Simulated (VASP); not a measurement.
A convergence study with VASP on SnTe (rock salt): one setting is varied, all else stays as given below, so the limit is that of these other settings.

```yaml
crystal:
  lattice:
    - [0.00000, 3.16000, 3.16000]
    - [3.16000, 0.00000, 3.16000]
    - [3.16000, 3.16000, 0.00000]
  atoms:
    - { symbol: Sn, position: [0.00000, 0.00000, 0.00000] }
    - { symbol: Te, position: [0.50000, 0.50000, 0.50000] }
```

Computed with PBEsol GGA, VASP's PBE PAW potentials (set 64) (plane waves; VASP). The tightest run used: 550 eV cut-off, 10×10×10 Γ-centred mesh, tetrahedra with Blöchl corrections, potentials Sn_d Te.

Unless said otherwise, spin-orbit coupling is left out, though it shifts the bands of the heavy elements here. Gaps are read on the run's mesh, which can miss a band edge.

```csv
setting,E (eV/atom),pressure (GPa),gap on the mesh (eV),irreducible k-points
3×3×3 mesh,-4.2169,-0.76,1.580,4
4×4×4 mesh,-4.1709,-1.43,0.110,8
5×5×5 mesh,-4.1721,-0.76,0.887,10
```

These are the cheaper rows. Estimate the results at 10×10×10 mesh, and how far the last row shown lies from them.

```
quantity              tightest run  last row shown is off by
--------------------  ------------  ------------------------
E (eV/atom)                -4.1686                   -0.0035
pressure (GPa)               -0.69                     -0.07
gap on the mesh (eV)         0.116                     0.770
```

Left out are rungs that failed or repeat a setting and relaxations that didn't move; long series are thinned to 24 rows.

The compound is SnTe in the rock salt structure, which distorts at low temperature. The cell was not relaxed at this level.
